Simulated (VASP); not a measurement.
# TiCl4 in VASP: notebook, part 2 of 2

VASP 6.6.1.

**3. Relaxation of the atoms, LDA**

File INCAR:

```
PREC = Accurate ; ENCUT = 520
EDIFF = 1E-6 ; ISMEAR = 0
SIGMA = 0.03 ; LREAL = F
LASPH = T ; NELM = 100
ALGO = Fast ; ISIF = 2
LWAVE = F ; LCHARG = F
IBRION = 2 ; NSW = 80
EDIFFG = -0.01
```

File KPOINTS:

```
Automatic mesh
0
Gamma
  1 1 1
```

File POSCAR:

```
TiCl4
1.0
   13.0000000000      0.0000000000      0.0000000000
    0.0000000000     13.0000000000      0.0000000000
    0.0000000000      0.0000000000     13.0000000000
Ti Cl
1 4
Direct
    0.5000000000      0.5000000000      0.5000000000
    0.5963730800      0.5963730800      0.5963730800
    0.5963730800      0.4036269200      0.4036269200
    0.4036269200      0.5963730800      0.4036269200
    0.4036269200      0.4036269200      0.5963730800
```

Potentials or basis: VASP PAW LDA potentials, release 64 (Ti_sv, Cl).

Launch:

```bash
$ cat potpaw_LDA.64/Ti_sv/POTCAR potpaw_LDA.64/Cl/POTCAR > POTCAR
$ mpirun -np 1 vasp_gam > vasp.out
```

OUTCAR:

```text
PREC = Accurate
   ENCUT = 520
   EDIFF = 1E-6
   ISMEAR = 0
   LREAL = F
   LASPH = T
   NELM = 100
   ISIF = 2
   IBRION = 2
   NSW = 80
   EDIFFG = -0.01

 ion  position               nearest neighbor table
   1  0.500  0.500  0.500-   2 2.17   3 2.17   4 2.17   5 2.17
   2  0.596  0.596  0.596-   1 2.17
   3  0.596  0.404  0.404-   1 2.17
   4  0.404  0.596  0.404-   1 2.17
   5  0.404  0.404  0.596-   1 2.17

  LATTYP: Found a simple cubic cell.
 ALAT       =    13.0000000000

  Lattice vectors:

 A1 = (  13.0000000000,   0.0000000000,   0.0000000000)
 A2 = (   0.0000000000,  13.0000000000,   0.0000000000)
 A3 = (   0.0000000000,   0.0000000000,  13.0000000000)

Analysis of symmetry for initial positions (statically):
=====================================================================
 Subroutine PRICEL returns:
 Original cell was already a primitive cell.

 Routine SETGRP: Setting up the symmetry group for a
 simple cubic supercell.

 Subroutine GETGRP returns: Found 24 space group operations
 (whereof 24 operations were pure point group operations)
 out of a pool of 48 trial point group operations.

The static configuration has the point symmetry T_d .
[... 135 lines left out ...]

--------------------------------------- Ionic step        1  -------------------------------------------

 number of electron      39.9999986 magnetization

 Free energy of the ion-electron system (eV)
  ---------------------------------------------------
  ext. energy  EPLUGINS =         0.00000000
  ---------------------------------------------------
  free energy    TOTEN  =       -24.60071952 eV

  energy without entropy =      -24.60071952  energy(sigma->0) =      -24.60071952

------------------------ aborting loop because EDIFF is reached ----------------------------------------

  FORCE on cell =-STRESS in cart. coord.  units (eV):
  Direction    XX          YY          ZZ          XY          YZ          ZX
  --------------------------------------------------------------------------------------
  -------------------------------------------------------------------------------------
  Total       -1.1359618     -1.1359618     -1.1359618     -0.0000000      0.0000000     -0.0000000
  in kB       -0.8284080     -0.8284080     -0.8284080     -0.0000000      0.0000000     -0.0000000
  external PRESSURE =      -0.8284080 kB  Pullay stress =       0.0000000 kB
[... 65 lines left out ...]
--------------------------------------- Ionic step        3  -------------------------------------------

 number of electron      40.0000002 magnetization

 Free energy of the ion-electron system (eV)
  ---------------------------------------------------
  ext. energy  EPLUGINS =         0.00000000
  ---------------------------------------------------
  free energy    TOTEN  =       -24.61614582 eV

  energy without entropy =      -24.61614582  energy(sigma->0) =      -24.61614582

 E-fermi :  -7.7404     XC(G=0):  -0.9120

 val. band max:       -7.9487743533   @ k =   0.0000   0.0000   0.0000
 cond. band min:      -4.1852221275   @ k =   0.0000   0.0000   0.0000
 fundamental gap:      3.7635522258
 Fermi energy:        -7.7404012931

 k-point     1 :       0.0000    0.0000    0.0000
  band No.  band energies     occupation
      1     -62.7482      2.00000
      2     -39.4274      2.00000
      3     -39.4274      2.00000
      4     -39.4274      2.00000
      5     -20.6112      2.00000
      6     -20.2914      2.00000
[... 48 lines left out ...]
  FREE ENERGIE OF THE ION-ELECTRON SYSTEM (eV)
  ---------------------------------------------------
  free  energy   TOTEN  =       -24.6161458194 eV

  energy  without entropy=      -24.6161458194  energy(sigma->0) =      -24.61614582

 reached required accuracy - stopping structural energy minimisation
```

OSZICAR:

```text
N       E                     dE             d eps       ncg     rms          rms(c)
DAV:   1     0.372560699792E+03    0.37256E+03   -0.13019E+04    64   0.104E+03
DAV:   2     0.102881033408E+03   -0.26968E+03   -0.26750E+03    80   0.207E+02
DAV:   3    -0.193998368793E+02   -0.12228E+03   -0.12220E+03    80   0.117E+02
[... 47 lines left out ...]
RMM:   3    -0.246161441660E+02    0.97809E-05   -0.34432E-04    54   0.148E-01    0.462E-02
RMM:   4    -0.246161491204E+02   -0.49544E-05   -0.98254E-05    60   0.666E-02    0.471E-02
RMM:   5    -0.246161451955E+02    0.39250E-05   -0.57599E-05    53   0.546E-02    0.117E-02
RMM:   6    -0.246161458307E+02   -0.63525E-06   -0.14218E-05    55   0.218E-02    0.139E-02
RMM:   7    -0.246161458194E+02    0.11348E-07   -0.41699E-06    31   0.855E-03
   3 F= -.24616146E+02 E0= -.24616146E+02  d E =-.154263E-01
```

CONTCAR:

```text
TiCl4
   1.00000000000000
    13.0000000000000000    0.0000000000000000    0.0000000000000000
     0.0000000000000000   13.0000000000000000    0.0000000000000000
     0.0000000000000000    0.0000000000000000   13.0000000000000000
  Ti              Cl
     1     4
Direct
     0.5000000000000000    0.5000000000000000    0.5000000000000000
     0.5954721963441822    0.5954721963441822    0.5954721963441822
     0.5954721963441822    0.4045278036558177    0.4045278036558177
     0.4045278036558177    0.5954721963441822    0.4045278036558177
     0.4045278036558177    0.4045278036558177    0.5954721963441822

  0.00000000E+00  0.00000000E+00  0.00000000E+00
  0.00000000E+00  0.00000000E+00  0.00000000E+00
  0.00000000E+00  0.00000000E+00  0.00000000E+00
  0.00000000E+00  0.00000000E+00  0.00000000E+00
  0.00000000E+00  0.00000000E+00  0.00000000E+00
```

Wall time 2.2 min (1 thread of Intel Xeon 6975P-C (Granite Rapids), shared host); peak memory 1.1 GiB.

Results:

```
Free energy                     : -24.6161 eV
Energy gained by relaxing       : 3.1 meV/atom
Ionic steps                     : 3
Gap between the frontier levels : 3.76 eV
```

The path:
```csv
step,energy change (eV),largest force (eV/Å),pressure (GPa)
1,0.0000,0.3750,-0.08
2,-0.0152,0.0420,-0.01
3,-0.0154,0.0010,0.00
```

Final structure:
```yaml
crystal:
  lattice:
    - [13.00000, 0.00000, 0.00000]
    - [0.00000, 13.00000, 0.00000]
    - [0.00000, 0.00000, 13.00000]
  atoms:
    - { symbol: Ti, position: [0.50000, 0.50000, 0.50000] }
    - { symbol: Cl, position: [0.59547, 0.59547, 0.59547] }
    - { symbol: Cl, position: [0.59547, 0.40453, 0.40453] }
    - { symbol: Cl, position: [0.40453, 0.59547, 0.40453] }
    - { symbol: Cl, position: [0.40453, 0.40453, 0.59547] }
```

**4. Single point, LDA**

This run uses another cell than the first one: it holds 2 atoms, not 5.

File INCAR:

```
ALGO = Fast
EDIFF = 1E-6
ENCUT = 520
GGA = CA
ISIF = 2
ISMEAR = 0
LASPH = True
LCHARG = False
LREAL = False
LWAVE = False
NBANDS = 14
NELM = 100
PREC = Accurate
SIGMA = 0.03
```

File KPOINTS:

```
k-points
0
Gamma
  1 1 1
```

File POSCAR:

```
Cl
1.0
   12.0000000000      0.0000000000      0.0000000000
    0.0000000000     12.0000000000      0.0000000000
    0.0000000000      0.0000000000     12.0000000000
Cl
2
Direct
    0.5000000000      0.5000000000      0.4175089863
    0.5000000000      0.5000000000      0.5824910137
```

Potentials or basis: VASP PAW LDA potentials, release 64 (Cl).

Launch:

```bash
$ cat potpaw_LDA.64/Cl/POTCAR > POTCAR
$ mpirun -np 1 vasp_gam > vasp.out
```

Wall time 28 s (1 thread of Intel Xeon 6975P-C (Granite Rapids), shared host); peak memory 0.81 GiB.

The run converged. Its results:

```yaml
Free_energy: -3.9872 eV
Largest_force: 0.171 eV/Å
Gap_between_the_frontier_levels: 3.03 eV
```

Forces on the atoms (eV/Å):
```
Cl   0.000  0.000  0.171
Cl   0.000  0.000 -0.171
```

Levels at points of the mesh, in eV from the valence-band top:
| k point | band 5 | band 6 | band 7 | band 8 | band 9 | band 10 |
| --- | --- | --- | --- | --- | --- | --- |
| (0.00, 0.00, 0.00) | -2.77 | 0.00 | 0.00 | 3.03 | 6.86 | 7.84 |

**5. Relaxation of the atoms, LDA**

This run uses another cell than the first one: it holds 2 atoms, not 5.

File INCAR:

```
SYSTEM = Cl
ALGO = Normal ; EDIFF = 1E-6
EDIFFG = -0.01 ; ENCUT = 520
GGA = CA ; IBRION = 2
ISIF = 2 ; ISMEAR = 0
LASPH = .TRUE. ; LCHARG = .FALSE.
LREAL = .FALSE. ; LWAVE = .FALSE.
NELM = 100 ; NSW = 80
PREC = Accurate ; SIGMA = 0.03
```

File KPOINTS:

```
k-points
0
G
  1 1 1
  0 0 0
```

File POSCAR:

```
Cl
1.0
   12.0000000000      0.0000000000      0.0000000000
    0.0000000000     12.0000000000      0.0000000000
    0.0000000000      0.0000000000     12.0000000000
Cl
2
Direct
    0.5000000000      0.5000000000      0.4170833300
    0.5000000000      0.5000000000      0.5829166700
```

Launch:

```bash
$ cat potpaw_LDA.64/Cl/POTCAR > POTCAR
$ mpirun -np 1 vasp_gam > vasp.out
```

Wall time 45 s (1 thread of Intel Xeon 6975P-C (Granite Rapids), shared host); peak memory 0.86 GiB.

The run converged. Its results:

```
Free energy                     : -3.9879 eV
Energy gained by relaxing       : 1.7 meV/atom
Ionic steps                     : 3
Gap between the frontier levels : 3.08 eV
```

Step by step:
| step | energy change (eV) | largest force (eV/Å) | pressure (GPa) |
| --- | --- | --- | --- |
| 1 | 0.0000 | 0.3666 | -0.02 |
| 2 | -0.0006 | 0.3534 | 0.02 |
| 3 | -0.0035 | 0.0010 | 0.00 |

Final structure:
```
Cl
1.0
    12.00000    0.00000    0.00000
     0.00000   12.00000    0.00000
     0.00000    0.00000   12.00000
Cl
2
Cartesian
  6.0000 6.0000 5.0144
  6.0000 6.0000 6.9856
```

Levels at points of the mesh, in eV from the valence-band top:
| k point | band 4 | band 5 | band 6 | band 7 | band 8 | band 9 | band 10 | band 11 |
| --- | --- | --- | --- | --- | --- | --- | --- | --- |
| (0.00, 0.00, 0.00) | -2.81 | -2.81 | 0.00 | 0.00 | 3.08 | 6.85 | 7.81 | 8.02 |

As with any semilocal functional, this LDA gap is likely too small.

**6. Summary**

| task | potentials or basis | cell | gap on the mesh (eV) | largest force (eV/Å) |
| --- | --- | --- | --- | --- |
| single point | VASP PAW LDA potentials, release 64 (Ti_sv, Cl) | P-43m, 439.4 Å³/atom | 3.77 | 0.01 |
| relaxation of the atoms | VASP PAW LDA potentials, release 64 (Ti_sv, Cl) | atoms relaxed | 3.76 | - |
| single point | VASP PAW LDA potentials, release 64 (Cl) | P4/mmm, 864.0 Å³/atom | 3.03 | 0.17 |
| relaxation of the atoms | VASP PAW LDA potentials, release 64 (Cl) | atoms relaxed | 3.08 | - |

Alike in all rows: level LDA; no spin polarisation; k mesh 1 × 1 × 1; cutoff (eV) 520; smearing gaussian 0.03 eV.

Total energies depend on the potentials used, so only differences within one code and one set of settings carry meaning.
